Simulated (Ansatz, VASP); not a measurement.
# Cross-check of ZnSi3C3O between VASP and Ansatz, part 2 of 2

Aim: how closely do two programs agree when they are given the same cell, functional and k mesh? The cell is generated by rule, not measured, and may not be a known phase. The cell is taken from a series of runs on this material, whose earlier steps may have relaxed, scaled, displaced or heated it; both programs get it as it stands.

VASP 6.6.1 and Ansatz 0.2.0.

So far: The structure; VASP: relaxation of cell and atoms, PBEsol, pair 1.

The structure was built from a prototype and need not be the compound's stable phase.

## 3. Ansatz: relaxation of cell and atoms, PBEsol, pair 1

Level of this step: Ansatz beside VASP: Kohn-Sham DFT, plane waves, PBEsol (Ansatz).

Ansatz runs on its default PAW (the set named soft_2) files.

The same cell, functional, mesh and smearing now go to Ansatz, which takes its cutoff from its data sets.

input.yaml

```yaml
crystal:
  lattice:
    - [3.1363184915, 0.0, 0.0]
    - [-1.5681592457, 2.716131488, 0.0]
    - [0.0, 0.0, 10.5141078758]
  atoms:
    - { symbol: C, position: [0.6666666667, 0.3333333333, 0.4401266698] }
    - { symbol: C, position: [0.3333333333, 0.6666666667, 0.6807881663] }
    - { symbol: C, position: [0.6666666667, 0.3333333333, 0.9201152849] }
    - { symbol: O, position: [0.3333333333, 0.6666666667, 0.2167502741] }
    - { symbol: Si, position: [0.6666666667, 0.3333333333, 0.2644397625] }
    - { symbol: Si, position: [0.3333333333, 0.6666666667, 0.503894799] }
    - { symbol: Si, position: [0.6666666667, 0.3333333333, 0.7444088884] }
    - { symbol: Zn, position: [0.3333333333, 0.6666666667, -0.020523845] }
kpoints:
  mp_grid: { grid: [15, 15, 4] }
hamiltonian:
  xc: pbesol
scf:
  occupations: { method: gaussian, width: 0.1 }
output:
  forces: true
  stress: true
  eigenvalues: true
relax:
  adjacent_minimum: "off"
  f_tol: 0.005
  max_steps: 80
  cell: { stress_tol: 0.05 }
```

Command:

```sh
$ ansatz run input.yaml --threads 8 --pin off --max-ram 14336MiB --backend cpu --events-out ev --progress --plain --runs-dir out
```

Numbers of over 12 decimals in the logs are rounded to 6 here.

The program printed:

```text
Engine: ansatz 0.2.0, aarch64-unknown-linux-gnu
Pseudopotentials: kind: paw
Pseudopotential: C, paw, valence charge 4, recommended cutoff 420 eV (normal), C.paw.azcp
Pseudopotential: O, paw, valence charge 6, recommended cutoff 420 eV (normal), O.paw.azcp
Pseudopotential: Si, paw, valence charge 4, recommended cutoff 420 eV (normal), Si.paw.azcp
Pseudopotential: Zn, paw, valence charge 12, recommended cutoff 420 eV (normal), Zn.paw.azcp
Functional definition: PBEsol
  exchange = pbesol_x
  correlation = pbesol_c
Crystal: 8 atoms, lattice volume = 89.566 Å³
Basis set: ecut = 420 eV, 1739 PW (Γ), exchange–correlation on 48×48×144 points (8 copies of the dense FFT grid, shifted against one another)
Bands: 29, of which v1, the nominal top of the filled ones, is band 21 counted from 1 (20 counted from 0)
Symmetry: 6 space group operations
Space group: P3m1 (ITA 156), of the structure as read, at distance tolerance 4.5e-5 Å
k-points: 100 of 900 (time reversal used)
Non-local potential: C, projectors of the file, l = 0: 2, l = 1: 2, l = 2: 1
Non-local potential: O, projectors of the file, l = 0: 2, l = 1: 2, l = 2: 1
Non-local potential: Si, projectors of the file, l = 0: 2, l = 1: 2, l = 2: 2
Non-local potential: Zn, projectors of the file, l = 0: 2, l = 1: 2, l = 2: 3, l = 3: 1
PAW form: soft (Blöchl's): semilocal exchange-correlation on the pseudo side does not see the compensation charge
PAW frozen core: C, regenerated for the run's functional, and the local potential with it (the file was generated under x = pbe(κ = 0.804, μ = 0.219515), c = pbe(β = 0.066725))
PAW frozen core: O, regenerated for the run's functional, and the local potential with it (the file was generated under x = pbe(κ = 0.804, μ = 0.219515), c = pbe(β = 0.066725))
PAW frozen core: Si, regenerated for the run's functional, and the local potential with it (the file was generated under x = pbe(κ = 0.804, μ = 0.219515), c = pbe(β = 0.066725))
PAW frozen core: Zn, regenerated for the run's functional, and the local potential with it (the file was generated under x = pbe(κ = 0.804, μ = 0.219515), c = pbe(β = 0.066725))
PAW one-centre angular grid: C, 110 points (default); XC on 64 Gauss nodes
PAW one-centre angular grid: O, 110 points (default); XC on 64 Gauss nodes
PAW one-centre angular grid: Si, 110 points (default); XC on 64 Gauss nodes
PAW one-centre angular grid: Zn, 590 points (default); XC on 64 Gauss nodes
Initial density: superposition of atomic densities (neutral atoms: chi_scale 0, normalization atom), corrected by the library's trained network
Initial wavefunctions: pseudopotential atomic-orbital guess
Functional: x = pbesol(κ = 0.804, μ = 0.123457), c = pbesol(β = 0.046)
SCF iter   1: F=—  HF=-6444.258089 eV  |F-HF|=—  |Δ(HF+E_count)|=         —  Δρ=1.44e-2  dr2=4.84e-1  ethr=1.77e-3  ⟨swp⟩=6.1  Hψ=15010  notcnv=0  defer=33
preconditioner: auto → Kerker (q_TF=auto, 2.405 Å⁻¹)  [metal: Δε(μ)=0.004 eV  Ē_g=11.417 eV  σ=0.100 eV  W_gap=0.02  n_scr=26 (ndim 8)  ℏωp=25.4 eV  f_vac=0.000  D(μ)=2.04/eV (n_scr^D=6)]
SCF iter   2: F=—  HF=-6444.203304 eV  |F-HF|=—  |Δ(HF+E_count)|=   5.48e-2  Δρ=4.29e-3  dr2=9.44e-2  ethr=1.15e-3  ⟨swp⟩=2.0  Hψ=4155  notcnv=0  defer=182
SCF iter   3: F=—  HF=-6444.195101 eV  |F-HF|=—  |Δ(HF+E_count)|=   8.20e-3  Δρ=3.53e-3  dr2=4.53e-2  ethr=2.25e-4  ⟨swp⟩=2.0  Hψ=3555  notcnv=0  defer=197
SCF iter   4: F=—  HF=-6444.190380 eV  |F-HF|=—  |Δ(HF+E_count)|=   4.72e-3  Δρ=1.77e-3  dr2=1.53e-2  ethr=1.08e-4  ⟨swp⟩=2.0  Hψ=4089  notcnv=0  defer=216
SCF iter   5: F=—  HF=-6444.188057 eV  |F-HF|=—  |Δ(HF+E_count)|=   2.32e-3  Δρ=7.95e-4  dr2=3.74e-3  ethr=3.65e-5  ⟨swp⟩=1.6  Hψ=3696  notcnv=0  defer=213
SCF iter   6: F=—  HF=-6444.187498 eV  |F-HF|=—  |Δ(HF+E_count)|=   5.58e-4  Δρ=5.53e-4  dr2=1.04e-3  ethr=8.89e-6  ⟨swp⟩=1.1  Hψ=2762  notcnv=0  defer=213
SCF iter   7: F=—  HF=-6444.187352 eV  |F-HF|=—  |Δ(HF+E_count)|=   1.47e-4  Δρ=2.10e-4  dr2=2.02e-4  ethr=2.48e-6  ⟨swp⟩=1.7  Hψ=3051  notcnv=0  defer=213
SCF iter   8: F=—  HF=-6444.187330 eV  |F-HF|=—  |Δ(HF+E_count)|=   2.18e-5  Δρ=1.10e-4  dr2=3.71e-5  ethr=4.80e-7  ⟨swp⟩=2.6  Hψ=3886  notcnv=0  defer=213
SCF iter   9: F=—  HF=-6444.187330 eV  |F-HF|=—  |Δ(HF+E_count)|=   1.18e-7  Δρ=5.31e-5  dr2=7.83e-6  ethr=8.83e-8  ⟨swp⟩=2.4  Hψ=4103  notcnv=0  defer=221
SCF iter  10: F=—  HF=-6444.187329 eV  |F-HF|=—  |Δ(HF+E_count)|=   3.57e-7  Δρ=2.89e-5  dr2=3.31e-6  ethr=1.87e-8  ⟨swp⟩=1.1  Hψ=2817  notcnv=0  defer=221
SCF iter  11: F=—  HF=-6444.187329 eV  |F-HF|=—  |Δ(HF+E_count)|=   4.16e-7  Δρ=1.65e-5  dr2=3.13e-7  ethr=7.88e-9  ⟨swp⟩=2.2  Hψ=4441  notcnv=0  defer=221
SCF iter  12: F=-6444.187329 eV  HF=-6444.187329 eV  |F-HF|=7.19e-8  |Δ(HF+E_count)|=   2.25e-8  Δρ=4.93e-6  dr2=8.36e-8  ethr=2.38e-10  ⟨swp⟩=10.1  Hψ=12974  notcnv=0
[...]
SCF iter   4: F=—  HF=-6444.187434 eV  |F-HF|=—  |Δ(HF+E_count)|=   1.41e-5  Δρ=1.47e-4  dr2=3.40e-5  ethr=2.14e-7  ⟨swp⟩=2.3  Hψ=4463  notcnv=0
SCF iter   5: F=—  HF=-6444.187429 eV  |F-HF|=—  |Δ(HF+E_count)|=   5.46e-6  Δρ=6.05e-5  dr2=1.35e-5  ethr=8.09e-8  ⟨swp⟩=2.0  Hψ=3674  notcnv=0
SCF iter   6: F=—  HF=-6444.187427 eV  |F-HF|=—  |Δ(HF+E_count)|=   1.86e-6  Δρ=2.92e-5  dr2=5.78e-6  ethr=3.22e-8  ⟨swp⟩=2.8  Hψ=4673  notcnv=0
SCF iter   7: F=—  HF=-6444.187426 eV  |F-HF|=—  |Δ(HF+E_count)|=   7.91e-7  Δρ=1.53e-5  dr2=9.19e-7  ethr=1.38e-8  ⟨swp⟩=1.3  Hψ=2926  notcnv=0
SCF iter   8: F=-6444.187426 eV  HF=-6444.187426 eV  |F-HF|=8.86e-8  |Δ(HF+E_count)|=   1.39e-7  Δρ=6.20e-6  dr2=1.13e-7  ethr=8.09e-10  ⟨swp⟩=5.2  Hψ=11233  notcnv=0
SCF 3 converged in 8 iterations: F = -6444.187426 eV  dr2 = 1.13e-7
relax step   3: F+E_penalty+E_count = -6444.18742590 eV  Δ(F+E_penalty+E_count) = +1.325e-4 eV  max|allowed force component| = 9.797e-3 eV/Å  Δτ_max = 0.0065 Å  P = -0.020 GPa  Ω = 89.898 Å³  energy of the carried Pulay correction = -7.634e-4 eV  (8 SCF iters, dr2 threshold 3.40e-7 eV, accepted)
[...]
relax step   4: F+E_penalty+E_count = -6444.18744051 eV  Δ(F+E_penalty+E_count) = -1.461e-5 eV  max|allowed force component| = 3.876e-3 eV/Å  Δτ_max = 0.0005 Å  P = -0.010 GPa  Ω = 89.894 Å³  energy of the carried Pulay correction = -7.545e-4 eV  (7 SCF iters, dr2 threshold 6.00e-9 eV, accepted)
[...]
relax step   5: F+E_penalty+E_count = -6444.18832143 eV  Δ(F+E_penalty+E_count) = -8.809e-4 eV  max|allowed force component| = 3.830e-3 eV/Å  Δτ_max = 0.0000 Å  P = +0.006 GPa  Ω = 89.894 Å³  stress off target by 2.64e-2 GPa  SCF on the basis re-selected at this cell (its energy is not comparable with the rows above)  (7 SCF iters)
basis re-selected at this cell: Δ(F+E_penalty+E_count) = -8.809e-4 eV, ΔP = +0.016 GPa vs the last step (what re-selecting the basis moved, of the pressure what is left beyond the Pulay correction that the steps carried, after the strain that the cell walked since its last selection, with what the two solves' SCF thresholds leave and, on support functions, any second-order correction that the steps lacked; it is no m [...]
SCF converged after 7 iterations
Free energy (F): -6444.188321 eV
Harris-Foulkes:  -6444.188321 eV  (|F-HF|=1.91e-11)
Internal energy: -6444.178501 eV  (E = F + TS)
E sigma→0 (E₀):  -6444.183411 eV
Entropy (-TS):   -0.009821 eV (-1.228 meV/atom)
Fermi energy:    9.882398 eV
--- Per-component energies (eV) ---
  E_band       = 94.194539
  E_kinetic    = 704.475201
  E_local      = -3013.294617  (includes V_loc(G=0)·N_el)
  E_nonlocal   = 813.097414
  E_hartree    = 1254.612042
  E_xc         = -521.068639
  E_vxc        = -471.650729  (∫ρ·V_xc dr)
  E_paw        = -3718.572880  (= ΣΔE_a)
  E_vpaw       = -447.658915  (= ΣTr[D̂ρ^β])
  E_aug_tail   = 0.002050  (compensation charges beyond the density's cutoff)
  E_ewald      = -1964.419697
  E_core_change = 0.990626  (= ΣΔE_core)
  E_smearing   = -0.009821  (= −TS)
  E_closure    = 0.000000  (closes the sum)
  Σ components = -6444.188321   (vs F -6444.188321, Δ=0.00e0)
--- Forces (eV/Å), atoms counted from 1 ---
  atom   1  C      0.00000000     0.00000000     0.00036853
  atom   2  C     -0.00000000    -0.00000000     0.00103834
  atom   3  C     -0.00000000     0.00000000     0.00017898
  atom   4  O      0.00000000     0.00000000     0.00358263
  atom   5  Si     0.00000000    -0.00000000    -0.00383039
  atom   6  Si    -0.00000000     0.00000000     0.00382837
  atom   7  Si     0.00000000     0.00000000    -0.00291067
  atom   8  Zn    -0.00000000    -0.00000000    -0.00225562
  max |Σ_I F_I| component: 1.59e-7 eV/Å
--- Stress (GPa, compression-positive) ---
       -0.004788       0.000000       0.000000
        0.000000      -0.004788       0.000000
        0.000000       0.000000       0.026374
  P = ⅓ Tr σ = 0.0056 GPa (0.056 kbar)
--- Band table (eV; the first three rows and the last of 100) ---
  k-point 0: bands = [... 17 lower, 8.2328, 8.3717, 8.3717, 11.4432, 11.4432, 13.0738, 13.7987, 14.3456, ... 4 higher]
  k-point 1: bands = [... 17 lower, 8.3726, 8.3726, 8.5492, 11.4430, 11.4430, 13.0479, 13.6509, 14.3416, ... 4 higher]
  k-point 2: bands = [... 17 lower, 8.3735, 8.3735, 8.7611, 11.4431, 11.4431, 13.0121, 13.5334, 14.3375, ... 4 higher]
  k-point 99: bands = [... 17 lower, 5.1465, 6.5902, 6.7638, 7.5322, 11.1031, 12.4425, 13.4737, 13.8253, ... 4 higher]
--- Relaxed structure (4 steps of the walk, 4 accepted, 1 SCFs on fresh bases) ---
  F+E_penalty+E_count = -6444.18832143 eV   max|allowed force component| = 3.830e-3 eV/Å   (the final SCF, on the basis selected at the relaxed cell)
  cell:  # Å, volume = 89.8938 Å³
    - [3.136108, -2.8865571554686706e-11, 2.187883338237734e-19]
    - [-1.568054, 2.715949, -4.3264126788178383e-19]
    - [7.334599945723324e-19, -1.251285110891072e-18, 10.554005]
  atoms:
    - { symbol: C, position: [0.666667, 0.333333, 0.440648] }
    - { symbol: C, position: [0.333333, 0.666667, 0.680467] }
    - { symbol: C, position: [0.666667, 0.333333, 0.919102] }
    - { symbol: O, position: [0.333333, 0.666667, 0.217798] }
    - { symbol: Si, position: [0.666667, 0.333333, 0.265314] }
    - { symbol: Si, position: [0.333333, 0.666667, 0.503938] }
    - { symbol: Si, position: [0.666667, 0.333333, 0.743753] }
    - { symbol: Zn, position: [0.333333, 0.666667, -0.021020] }
```

The column dr2 measures how far the density is from self-consistency, as an energy; F and HF (Harris–Foulkes) agree once it is small.

## 4. Differences

Known differences besides the potentials themselves: the cutoff is 420 eV in Ansatz and 600 eV in VASP; Ansatz makes its cores anew for this functional, VASP keeps those of its PBE data sets; Ansatz adds a Pulay correction to the stress that steers its cell, VASP none. Total energies have different zeros and are not compared.

Compared:

| quantity | Ansatz | VASP | difference |
| --- | --- | --- | --- |
| volume (Å³) | 89.89 | 89.97 | -0.08 % |
| edge a after relaxation, in the typed setting (Å) | 3.136 | 3.138 | -0.06 % |
| edge c after relaxation, in the typed setting (Å) | 10.554 | 10.550 | +0.04 % |

## 5. VASP: relaxation of cell and atoms, PBEsol, pair 2

The relaxed volume is the usual yardstick between codes: in a stiff, nearly cubic crystal its relative difference is about their pressure difference at one cell divided by the bulk modulus.

INCAR

```
SYSTEM = ZnSi3C3O
PREC = Accurate
ENCUT = 600
EDIFF = 1E-07
NELM = 120
ISMEAR = 1
SIGMA = 0.2
LREAL = .FALSE.
ALGO = Normal
GGA = PS
NBANDS = 29
LORBIT = 11
LWAVE = .FALSE.
LCHARG = .FALSE.
ISIF = 3
IBRION = 2
NSW = 80
EDIFFG = -0.005
LASPH = .TRUE.
GGA_COMPAT = .FALSE.
NELMIN = 4
KPAR = 2
```

POSCAR

```
ZnSi3C3O
1.0
    3.1361080000      0.0000000000      0.0000000000
   -1.5680540000      2.7159490000      0.0000000000
    0.0000000000      0.0000000000     10.5540050000
C O Si Zn
3 1 3 1
Direct
    0.6666666053      0.3333332106      0.4406478868
    0.3333333947      0.6666667894      0.6804667991
    0.6666666053      0.3333332106      0.9191018954
    0.3333333947      0.6666667894      0.2177982671
    0.6666666053      0.3333332106      0.2653139732
    0.3333333947      0.6666667894      0.5039379837
    0.6666666053      0.3333332106      0.7437528218
    0.3333333947      0.6666667894      0.9789803018
```

KPOINTS

```
Automatic mesh
0
Gamma
15 15 4
0 0 0
```

PAW data sets: C, O, Si and Zn (PBE family, release 64).

Command:

```sh
$ mpirun -np 2 vasp_std
```

The program printed:

```text
[banner, memory and clock lines left out]
running    2 mpi-ranks, on    1 nodes
[...]
[... a notice as in an earlier step ...]

 LDA part: xc-table for (Slater+PW92), standard interpolation
 POSCAR, INCAR and KPOINTS ok, starting setup
[...]
entering main loop
       N       E                     dE             d eps       ncg     rms          rms(c)
DAV:   1     0.300868501629E+03    0.30087E+03   -0.21302E+04  5800   0.170E+03
DAV:   2    -0.210957873059E+02   -0.32196E+03   -0.30372E+03  6045   0.378E+02
DAV:   3    -0.600194028038E+02   -0.38924E+02   -0.38137E+02  7029   0.123E+02
DAV:   4    -0.614199325179E+02   -0.14005E+01   -0.13938E+01  7480   0.231E+01
[...]
DAV:  15    -0.533928022957E+02    0.89947E-06   -0.78570E-06  8481   0.191E-02    0.367E-03
DAV:  16    -0.533928023035E+02   -0.78344E-08   -0.12422E-06  6643   0.703E-03    0.180E-03
DAV:  17    -0.533928023116E+02   -0.80800E-08   -0.44814E-07  6279   0.362E-03
   1 F= -.53392802E+02 E0= -.53393052E+02  d E =-.533928E+02
[... from here on, the cycles between the ionic steps are left out ...]
   2 F= -.53392902E+02 E0= -.53393204E+02  d E =-.996957E-04
   3 F= -.53393010E+02 E0= -.53393290E+02  d E =-.208172E-03
   4 F= -.53393010E+02 E0= -.53393292E+02  d E =-.207864E-03
   5 F= -.53393010E+02 E0= -.53393290E+02  d E =-.208109E-03
   6 F= -.53393025E+02 E0= -.53393314E+02  d E =-.148902E-04
   7 F= -.53393031E+02 E0= -.53393327E+02  d E =-.208648E-04
   8 F= -.53393040E+02 E0= -.53393344E+02  d E =-.850659E-05
   9 F= -.53393040E+02 E0= -.53393346E+02  d E =-.910879E-05
  10 F= -.53393047E+02 E0= -.53393347E+02  d E =-.643677E-05
 trial-energy change:   -0.000006  1 .order   -0.000007   -0.000009   -0.000004
 step:   1.6382(harm=  1.6382)  dis= 0.00101  next Energy=   -53.393049 (dE=-0.856E-05)
 reached required accuracy - stopping structural energy minimisation
```

From OUTCAR (step 5):

```text
  Total        0.0083831      0.0083831     -0.0119071     -0.0000000      0.0000000     -0.0000000
  in kB        0.1491891      0.1491890     -0.2119048     -0.0000000      0.0000000     -0.0000000
  external PRESSURE =       0.0288244 kB  Pullay stress =       0.0000000 kB

 POSITION                                       TOTAL-FORCE (eV/Angst)
 -----------------------------------------------------------------------------------
      1.56892      0.90582      4.65268         0.000000      0.000000     -0.004081
      0.00000      1.81163      7.18448         0.000000      0.000000      0.002429
      1.56892      0.90582      9.70321         0.000000      0.000000      0.003803
      0.00000      1.81163      2.29721        -0.000000     -0.000000     -0.001419
      1.56892      0.90582      2.80040         0.000000      0.000000     -0.002013
      0.00000      1.81163      5.32061         0.000000      0.000000     -0.002657
      1.56892      0.90582      7.85223         0.000000      0.000000      0.002248
      0.00000      1.81163     10.34011        -0.000000      0.000000      0.001689
 -----------------------------------------------------------------------------------
    total drift:                                0.000001     -0.000423     -0.000038

  FREE ENERGIE OF THE ION-ELECTRON SYSTEM (eV)
  ---------------------------------------------------
  free  energy   TOTEN  =       -53.3930468306 eV

  energy  without entropy=      -53.3939474644  energy(sigma->0) =      -53.39334704

[... 2 parts as in an earlier step ...]

[... 2 further parts left out ...]
[key lines of the parts left out:]
E-fermi :   7.3188
```

## 6. Ansatz: relaxation of cell and atoms, PBEsol, pair 2

The same cell, functional, mesh and smearing now go to Ansatz, which takes its cutoff from its data sets.

The cell is taken from a series of runs on this material, whose earlier steps may have relaxed, scaled, displaced or heated it; both programs get it as it stands.

input.yaml

```yaml
crystal:
  lattice:
    - [3.1361081323, 0.0, 0.0]
    - [-1.5680540661, 2.7159493116, 0.0]
    - [0.0, 0.0, 10.5540045197]
  atoms:
    - { symbol: C, position: [0.6666666667, 0.3333333333, 0.440647861] }
    - { symbol: C, position: [0.3333333333, 0.6666666667, 0.680466788] }
    - { symbol: C, position: [0.6666666667, 0.3333333333, 0.9191019418] }
    - { symbol: O, position: [0.3333333333, 0.6666666667, 0.2177982911] }
    - { symbol: Si, position: [0.6666666667, 0.3333333333, 0.2653139866] }
    - { symbol: Si, position: [0.3333333333, 0.6666666667, 0.5039379603] }
    - { symbol: Si, position: [0.6666666667, 0.3333333333, 0.7437528234] }
    - { symbol: Zn, position: [0.3333333333, 0.6666666667, -0.0210196521] }
kpoints:
  mp_grid: { grid: [15, 15, 4] }
hamiltonian:
  xc: pbesol
scf:
  occupations: { method: methfessel_paxton, width: 0.2 }
output:
  forces: true
  stress: true
  eigenvalues: true
relax:
  adjacent_minimum: "off"
  f_tol: 0.001
  max_steps: 60
  cell: { stress_tol: 0.01 }
```

Command:

```sh
$ ansatz run input.yaml --threads 8 --pin off --max-ram 14336MiB --backend cpu --events-out ev --progress --plain --runs-dir out
```

The program printed:

```text
[...]
Crystal: 8 atoms, lattice volume = 89.894 Å³
Basis set: ecut = 420 eV, 1739 PW (Γ), exchange–correlation on 48×48×144 points (8 copies of the dense FFT grid, shifted against one another)
Bands: 29, of which v1, the nominal top of the filled ones, is band 21 counted from 1 (20 counted from 0)
Symmetry: 6 space group operations
[...]
k-points: 100 of 900 (time reversal used)
[...]
atoms:
    - { symbol: C, position: [0.666667, 0.333333, 0.440725] }
    - { symbol: C, position: [0.333333, 0.666667, 0.680449] }
    - { symbol: C, position: [0.666667, 0.333333, 0.918985] }
    - { symbol: O, position: [0.333333, 0.666667, 0.218012] }
    - { symbol: Si, position: [0.666667, 0.333333, 0.265480] }
    - { symbol: Si, position: [0.333333, 0.666667, 0.504028] }
    - { symbol: Si, position: [0.666667, 0.333333, 0.743728] }
    - { symbol: Zn, position: [0.333333, 0.666667, -0.021406] }
[key lines of the parts left out:]
SCF converged after 5 iterations
Free energy (F): -6444.182265 eV
Fermi energy:    9.874784 eV
P = ⅓ Tr σ = 0.0004 GPa (0.004 kbar)
```

## 7. Comparison

Both answers:

| quantity | Ansatz | VASP | difference |
| --- | --- | --- | --- |
| volume (Å³) | 89.93 | 90.03 | -0.11 % |
| edge a after relaxation, in the typed setting (Å) | 3.136 | 3.138 | -0.05 % |
| edge c after relaxation, in the typed setting (Å) | 10.559 | 10.558 | +0.00 % |

## 8. Results

| Property | Result |
| --- | --- |
| difference in volume (relaxation of cell and atoms, PBEsol, pair 1) | -0.081 % |
| difference in volume (relaxation of cell and atoms, PBEsol, pair 2) | -0.11 % |

In words: The difference in volume is -0.11 % (relaxation of cell and atoms, PBEsol, pair 2), within the 1.2 % picked in this series as the mark of a large difference, as far as the stopping tolerances let one tell. 1 further run of this series is not shown here. Such differences can come from data sets, numerical settings and the points named under the comparisons, not from the functional's error against experiment.

[Lines on the potential files, build, host, timing and source positions are cut from VASP's logs without a mark.]

[Logs are printed without paths, hosts, clocks, repeated set-up lines and the standing remarks that a program may print on its own settings, such as how far it seeks lower states.]

[Hosts, paths, dates, database ids (printed as entryN), source tags and the programs' standing remarks are cut or masked in the printed files.]
